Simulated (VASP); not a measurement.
# Ti2AlC (P6_3/mmc) in VASP: single point with LDA

Aim: the single point of Ti2AlC with LDA.

All numbers are computed with VASP 6.6.1; they aren't measurements. Logs are shortened: lines on timing, memory, paths and dates and some standing lists are left out, and cuts for length are marked.

## 1. The cell of the first run

It takes space group P6_3/mmc (No. 194, hexagonal). The conventional cell has a = 3.014 Å, b = 3.014 Å, c = 13.508 Å, α = 90.00°, β = 90.00°, γ = 120.00°. Ti (site symmetry 3m) is surrounded by 3 C at 2.07 Å. Around Al (site symmetry -6m2) lie 6 Ti at 2.84 Å and 6 Al at 3.01 Å. Around C (site symmetry -3m) lie 6 Ti at 2.07 Å.

The cell comes from a database or a generator and needn't be the stable form of this composition.

## 2. Single point, LDA (relaxed again under DFT LDA, scalar-relativistic, plane waves, PAW)

Contents of INCAR:

```
SYSTEM = Ti2AlC
PREC = Accurate ; ENCUT = 520
EDIFF = 1E-6 ; ISMEAR = 0
SIGMA = 0.1 ; LREAL = .FALSE.
LASPH = .TRUE. ; NELM = 100
ALGO = Fast ; ISIF = 2
LWAVE = .FALSE. ; LCHARG = .TRUE.
GGA = CA ; LELF = .TRUE.
LVHAR = .TRUE. ; NBANDS = 41
```

Contents of KPOINTS:

```
regular mesh
0
G
  15 15 4
  0 0 0
```

Contents of POSCAR:

```
Ti2AlC
1.0
    3.0142791950      0.0000000000      0.0000000000
   -1.5071395975      2.6104423570      0.0000000000
    0.0000000000      0.0000000000     13.5082386699
Ti Al C
4 2 2
Direct
    0.3333333333      0.6666666667      0.0835480807
    0.6666666667      0.3333333333      0.5835480807
    0.6666666667      0.3333333333      0.9164519193
    0.3333333333      0.6666666667      0.4164519193
    0.3333333333      0.6666666667      0.7500000000
    0.6666666667      0.3333333333      0.2500000000
    0.0000000000      0.0000000000      0.0000000000
    0.0000000000      0.0000000000      0.5000000000
```

Potentials or basis: VASP PAW LDA potentials, release 64 (Ti_sv, Al, C).

Launch:

```console
$ cat potpaw_LDA.64/Ti_sv/POTCAR potpaw_LDA.64/Al/POTCAR potpaw_LDA.64/C/POTCAR > POTCAR
$ mpirun -np 1 vasp_std > vasp.out
```

OUTCAR:

```text
SYSTEM = Ti2AlC
   PREC = Accurate
   ENCUT = 520
   EDIFF = 1E-6
   ISMEAR = 0
   LREAL = .FALSE.
   LASPH = .TRUE.
   NELM = 100
   ISIF = 2
   GGA = CA

 ion  position               nearest neighbor table
   1  0.333  0.667  0.084-   7 2.07   7 2.07   7 2.07   6 2.84   6 2.84   6 2.84   3 2.85   3 2.85
                             3 2.85
   2  0.667  0.333  0.584-   8 2.07   8 2.07   8 2.07   5 2.84   5 2.84   5 2.84   4 2.85   4 2.85
                             4 2.85
   3  0.667  0.333  0.916-   7 2.07   7 2.07   7 2.07   5 2.84   5 2.84   5 2.84   1 2.85   1 2.85
                             1 2.85
   4  0.333  0.667  0.416-   8 2.07   8 2.07   8 2.07   6 2.84   6 2.84   6 2.84   2 2.85   2 2.85
                             2 2.85
   5  0.333  0.667  0.750-   2 2.84   3 2.84   2 2.84   3 2.84   2 2.84   3 2.84
   6  0.667  0.333  0.250-   1 2.84   4 2.84   1 2.84   4 2.84   1 2.84   4 2.84
   7  0.000  0.000  0.000-   1 2.07   3 2.07   3 2.07   1 2.07   3 2.07   1 2.07
   8  0.000  0.000  0.500-   2 2.07   4 2.07   2 2.07   4 2.07   2 2.07   4 2.07

  LATTYP: Found a hexagonal cell.
 ALAT       =     3.0142791950
 C/A-ratio  =     4.4814158862

  Lattice vectors:

 A1 = (   3.0142791950,   0.0000000000,   0.0000000000)
 A2 = (  -1.5071395975,   2.6104423570,   0.0000000000)
 A3 = (   0.0000000000,   0.0000000000,  13.5082386699)

Analysis of symmetry for initial positions (statically):
=====================================================================
 Subroutine PRICEL returns:
 Original cell was already a primitive cell.

 Routine SETGRP: Setting up the symmetry group for a
 hexagonal supercell.

 Subroutine GETGRP returns: Found 24 space group operations
 (whereof 12 operations were pure point group operations)
 out of a pool of 24 trial point group operations.

The static configuration has the point symmetry D_3d.
 The point group associated with its full space group is D_6h.

Analysis of symmetry for dynamics (positions and initial velocities):
=====================================================================
 Subroutine PRICEL returns:
 Original cell was already a primitive cell.

 Routine SETGRP: Setting up the symmetry group for a
 hexagonal supercell.

 Subroutine GETGRP returns: Found 24 space group operations
 (whereof 12 operations were pure point group operations)
 out of a pool of 24 trial point group operations.

The dynamic configuration has the point symmetry D_3d.
 The point group associated with its full space group is D_6h.

 Subroutine INISYM returns: Found 24 space group operations
 (whereof 12 operations are pure point group operations),
 and found     1 'primitive' translations

----------------------------------------------------------------------------------------

                                     Primitive cell

  volume of cell :     106.2910

  direct lattice vectors                    reciprocal lattice vectors
     3.014279195  0.000000000  0.000000000     0.331754272  0.191538418  0.000000000
    -1.507139597  2.610442357  0.000000000     0.000000000  0.383076837  0.000000000
     0.000000000  0.000000000 13.508238670     0.000000000  0.000000000  0.074028896

  length of vectors
     3.014279195  3.014279195 13.508238670     0.383076837  0.383076837  0.074028896

  position of ions in fractional coordinates (direct lattice)
     0.333333333  0.666666667  0.083548081
     0.666666667  0.333333333  0.583548081
     0.666666667  0.333333333  0.916451919
     0.333333333  0.666666667  0.416451919
     0.333333333  0.666666667  0.750000000
     0.666666667  0.333333333  0.250000000
     0.000000000  0.000000000  0.000000000
     0.000000000  0.000000000  0.500000000

  ion indices of the primitive-cell ions
   primitive index   ion index
                 1           1
                 2           2
                 3           3
                 4           4
                 5           5
                 6           6
                 7           7
                 8           8

----------------------------------------------------------------------------------------

 KPOINTS: regular mesh

Automatic generation of k-mesh.
 Grid dimensions read from file:
 generate k-points for:   15   15    4

 Generating k-lattice:

  Cartesian coordinates                     Fractional coordinates (reciprocal lattice)
     0.022116951  0.012769228  0.000000000     0.066666667  0.000000000  0.000000000
     0.000000000  0.025538456  0.000000000     0.000000000  0.066666667  0.000000000
     0.000000000  0.000000000  0.018507224     0.000000000  0.000000000  0.250000000

  Length of vectors
     0.025538456  0.025538456  0.018507224

  Shift w.r.t. Gamma in fractional coordinates (k-lattice)
     0.000000000  0.000000000  0.000000000

 Subroutine IBZKPT returns following result:
 ===========================================

 Found     81 irreducible k-points:

 Following reciprocal coordinates:
            Coordinates               Weight
  0.000000  0.000000  0.000000      1.000000
  0.066667 -0.000000  0.000000      6.000000
  0.133333  0.000000  0.000000      6.000000
  0.200000  0.000000  0.000000      6.000000
  0.266667  0.000000  0.000000      6.000000
  0.333333  0.000000  0.000000      6.000000
[... 16 lines left out ...]
  0.333333  0.200000  0.000000     12.000000
  0.400000  0.200000  0.000000      6.000000
 [... further k-points ...]
   k-points           NKPTS =     81   k-points in BZ     NKDIM =     81   number of bands    NBANDS=     41
   number of dos      NEDOS =    301   number of ions     NIONS =      8
   total plane-waves  NPLWV =  57600
   dimension x,y,z NGX =    24 NGY =   24 NGZ =  100
   dimension x,y,z NGXF=    48 NGYF=   48 NGZF=  200
   ions per type =               4   2   2
   NGX,Y,Z   is equivalent  to a cutoff of  13.24, 13.24, 12.31 a.u.
   NGXF,Y,Z  is equivalent  to a cutoff of  26.47, 26.47, 24.61 a.u.
 SYSTEM =  Ti2AlC
   PREC   = accura    normal or accurate (medium, high low for compatibility)
   ISTART =      0    job   : 0-new  1-cont  2-samecut
   ICHARG =      2    charge: 1-file 2-atom 10-const
   ISPIN  =      1    spin polarized calculation?
   LNONCOLLINEAR =      F non collinear calculations
   LSORBIT =      F    spin-orbit coupling
   LASPH  =      T    aspherical Exc in radial PAW
   ENCUT  =  520.0 eV  38.22 Ry    6.18 a.u.   5.60  5.60 25.12*2*pi/ulx,y,z
   NELM   =    100;   NELMIN=  2; NELMDL= -5     # of ELM steps
   EDIFF  = 0.1E-05   stopping-criterion for ELM
   LREAL  =      F    real-space projection
   EDIFFG = 0.1E-04   stopping-criterion for IOM
   NSW    =      0    number of steps for IOM
   IBRION =     -1    ionic relax: 0-MD 1-quasi-New 2-CG
   NFREE  =      0    steps in history (QN), initial steepest desc. (CG)
   ISIF   =      2    stress and relaxation
   ISYM   =      2    0-nonsym 1-usesym 2-fastsym
   POTIM  = 0.5000    time-step for ionic-motion
   TEBEG  =    0.0;   TEEND  =   0.0 temperature during run
   PSTRESS=    0.0 pullay stress
   NELECT =      62.0000    total number of electrons
   NUPDOWN=      -1.0000    fix difference up-down
   EMIN   =  10.00;   EMAX   =-10.00  energy-range for DOS
   EFERMI =   0.00;   METHOD = LEGACY
   ISMEAR =     0;   SIGMA  =   0.10  broadening in eV -4-tet -1-fermi 0-gaus
   EFERMI_NEDOS =   21; number of points for ismear=-14 and -15
   IALGO  =     68    algorithm
   IMIX   =      4    mixing-type and parameters
     AMIX     =   0.40;   BMIX     =  1.00
     AMIX_MAG =   1.60;   BMIX_MAG =  1.00
  volume/ion in A,a.u.               =      13.29        89.66
  Fermi-wavevector in a.u.,A,eV,Ry     =   1.367855  2.584871 25.456860  1.871026
  Thomas-Fermi vector in A             =   2.493870
   LORBIT       =      0    0 simple, 1 ext, 2 COOP (PROOUT), +10 PAW based schemes
   GGA     = CA    functional components
   LHFCALC =     F    Hartree Fock is set to
   AEXX    =    0.0000 exact exchange contribution
   IVDW    =     0    specifies the selected vdW correction
   LEPSILON=     F    determine dielectric tensor
   LRPA    =     F    only Hartree local field effects (RPA)
 non-spin polarized calculation
 RMM-DIIS sequential band-by-band and
 Gauss-broadening in eV      SIGMA  =   0.10
  energy-cutoff  :      520.00
  volume of cell :      106.29
 maximum number of plane-waves:      2907
 NGX is ok and might be reduce to    24
   NGX = 11   NGY = 11   NGZ = 51

 number of electron      62.0000008 magnetization

 Free energy of the ion-electron system (eV)
  ---------------------------------------------------
  ext. energy  EPLUGINS =         0.00000000
  ---------------------------------------------------
  free energy    TOTEN  =       -68.96826248 eV

  energy without entropy =      -68.95655215  energy(sigma->0) =      -68.96240732

 E-fermi :   8.2436     XC(G=0): -11.8248

 val. band max:        8.2334077862   @ k =   0.3333   0.3333   0.2500
 cond. band min:       8.2530166147   @ k =   0.2667   0.0667   0.5000
 fundamental gap:      0.0196088285
 Fermi energy:         8.2435984940

 k-point     1 :       0.0000    0.0000    0.0000
  band No.  band energies     occupation
      1     -47.4785      2.00000
      2     -47.4784      2.00000
      3     -47.3865      2.00000
      4     -47.3864      2.00000
      5     -24.4449      2.00000
      6     -24.4419      2.00000
[... 33 lines left out ...]
     40      12.8694      0.00000
     41      13.8277      0.00000

 k-point     2 :       0.0667   -0.0000    0.0000
  band No.  band energies     occupation
      1     -47.4749      2.00000
      2     -47.4749      2.00000
      3     -47.3848      2.00000
      4     -47.3847      2.00000
      5     -24.4394      2.00000
      6     -24.4365      2.00000
[... 957 lines left out ...]
     40      11.3845      0.00000
     41      11.7354      0.00000

 k-point    24 :       0.4000    0.2000    0.0000
  band No.  band energies     occupation
      1     -47.3756      2.00000
      2     -47.3756      2.00000
      3     -47.3567      2.00000
      4     -47.3567      2.00000
      5     -24.3509      2.00000
      6     -24.3503      2.00000
[... 33 lines left out ...]
     40      11.4290      0.00000
     41      11.7456      0.00000

 [... further k-points ...]

------------------------ aborting loop because EDIFF is reached ----------------------------------------

  FORCE on cell =-STRESS in cart. coord.  units (eV):
  Direction    XX          YY          ZZ          XY          YZ          ZX
  --------------------------------------------------------------------------------------
  -------------------------------------------------------------------------------------
  Total        0.2562992      0.2562992      0.2577945      0.0000000      0.0000000      0.0000000
  in kB        3.8633268      3.8633268      3.8858664      0.0000000      0.0000000      0.0000000
  external PRESSURE =       3.8708400 kB  Pullay stress =       0.0000000 kB

 VOLUME and BASIS-vectors are now :
 -----------------------------------------------------------------------------
  energy-cutoff  :      520.00
  volume of cell :      106.29
      direct lattice vectors                 reciprocal lattice vectors
     3.014279195  0.000000000  0.000000000     0.331754272  0.191538418  0.000000000
    -1.507139597  2.610442357  0.000000000     0.000000000  0.383076837  0.000000000
     0.000000000  0.000000000 13.508238670     0.000000000  0.000000000  0.074028896

 POSITION                                       TOTAL-FORCE (eV/Angst)
 -----------------------------------------------------------------------------------
     -0.00000      1.74029      1.12859         0.000000      0.000000      0.048789
      1.50714      0.87015      7.88271         0.000000     -0.000000      0.048789
      1.50714      0.87015     12.37965        -0.000000      0.000000     -0.048789
     -0.00000      1.74029      5.62553        -0.000000      0.000000     -0.048789
     -0.00000      1.74029     10.13118         0.000000     -0.000000      0.000000
      1.50714      0.87015      3.37706        -0.000000      0.000000      0.000000
      0.00000      0.00000      0.00000         0.000000      0.000000      0.000000
      0.00000      0.00000      6.75412         0.000000      0.000000      0.000000
 -----------------------------------------------------------------------------------
    total drift:                               -0.000000      0.000000     -0.000000

  FREE ENERGIE OF THE ION-ELECTRON SYSTEM (eV)
  ---------------------------------------------------
  free  energy   TOTEN  =       -68.9682624796 eV

  energy  without entropy=      -68.9565521528  energy(sigma->0) =      -68.96240732
```

It took 9.3 min on 1 thread of Intel Xeon 6975P-C (Granite Rapids), shared host; peak memory 0.39 GiB.

What came out:

```yaml
Free_energy: -68.9683 eV
Pressure: 0.4 GPa
Largest_force: 0.049 eV/Å
Band_gap_on_the_k_mesh: none (metal or under the smearing width)
```

Forces in eV/Å, atoms in the order of the input:
```
Ti   0.000  0.000  0.049
Ti   0.000  0.000  0.049
Ti   0.000  0.000 -0.049
Ti   0.000  0.000 -0.049
Al   0.000  0.000  0.000
Al   0.000  0.000  0.000
C    0.000  0.000  0.000
C    0.000  0.000  0.000
```
